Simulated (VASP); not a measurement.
G0W0@PBE gap of MgO (rock salt) on a 4×4×4 Γ-centred mesh, against ENCUTGW, at NBANDS = 192 and NOMEGA = 64; VASP with its GW potentials, 500 eV. The gap is the smallest on this mesh. Fit it as a straight line in ENCUTGW^(−3/2).

```tsv
ENCUTGW	gap (eV)
120	7.108
160	7.251
200	7.348
250	7.410
```

Task: Fit the rows as the text says and predict the value at 300.

Result: The intercept, the limit in ENCUTGW alone, is 7.557 eV. The line misses the rows by up to 0.011 and gives 7.442 at 300. The run gave 7.441, -0.001 from the line.

Left out are failed runs, those that VASP or the mesh makes unfit, and the lowest settings.

The compound is MgO in the rock salt structure. The cell was not relaxed at this level.
